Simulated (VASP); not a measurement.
**MgTe: energy against volume**

MgTe (zinc blende, F-43m, 33.438 Å³/atom and stress up to 0.04 GPa in the relaxed cell, cube axes along x, y and z) under an equal strain ε along all three axes. PBEsol in VASP (plane waves, PAW), 480 eV, 8×8×8 Γ-centred mesh, Gaussian smearing 0.05 eV; ions are relaxed, or left where forces stay under 0.02 eV/Å, within the symmetry of each cell.

Here V stands for volume and E for E less E0.

| volume (Å³/atom) | E less E0 (meV/atom) | pressure (GPa) |
|---|---|---|
| 31.4715 | 14.08 | 2.46 |
| 31.9557 | 7.70 | 1.77 |
| 32.4448 | 3.28 | 1.12 |
| 32.9389 | 0.74 | 0.52 |
| 33.4379 | 0.00 | -0.04 |
| 33.9420 | 0.96 | -0.57 |
| 34.4511 | 3.55 | -1.06 |
| 34.9653 | 7.69 | -1.52 |
| 35.4846 | 13.30 | -1.95 |
| 36.5385 | ? | ? |

### Question
Fit E against V with the third-order Birch-Murnaghan form, a cubic in V^(-2/3), and predict the withheld value at V = 36.5385.

### Answer
With u = V^(-2/3) - 0.0964, the rows have u = 0.0039202, 0.0029042, 0.0019037, 0.0009182, -0.0000525, -0.0010088, -0.0019509, -0.0028791, -0.0037938. Least squares gives E = -0.005 - 30.2·u + 920416·u² + 1013554·u³. Residuals (row less fit): -0.003, 0.005, 0.000, -0.004, 0.001, -0.001, 0.000, 0.003, -0.002; standard error 0.003 (degrees of freedom: 5). Its minimum lies at u = 0.0000164, so V0 = (0.0964164)^(-3/2) = 33.40. There d²E/du² = 1841000 and d³E/du³ = 6081000, so B0 = (4/9) × 33.40^(-7/3) × 1841000 × 0.160218 = 36.5 GPa (the last factor turns the table's units into GPa), and B0' = 4 + (2/3) × 0.0964164 × (6081000)/1841000 = 4.2. B0' rests on the cubic coefficient alone and has a standard error of 0.1 from these residuals. At the withheld row, u = -0.0055832, so E = -0.005 - 30.2 × (-0.0055832) + 920416 × (-0.0055832)² + 1013554 × (-0.0055832)³ = 28.679 meV/atom. The calculation gives 28.69 meV/atom, 0.011 meV/atom above the prediction (0.0 % of the range of E in the table). The row lies outside the fitted rows, so this is an extrapolation. The scatter of the fitted rows lies at the last printed digit.

Spin-orbit coupling is left out, which can shift these values for the heavy elements here. Other structures, which can take over under pressure, weren't tried. The same form fitted to the pressure column gives B0' = 4.2; series where the two differ by over 0.4 aren't shown. MgTe stands in this structure, whereas wurtzite is the usual form. Rows are the converged runs of the series near zero and its far end, less any whose ions stayed unrelaxed beside relaxed ones; series whose fitted rows scatter by over a few per cent of the range, as at a crossing or softening among them, aren't shown in this form.
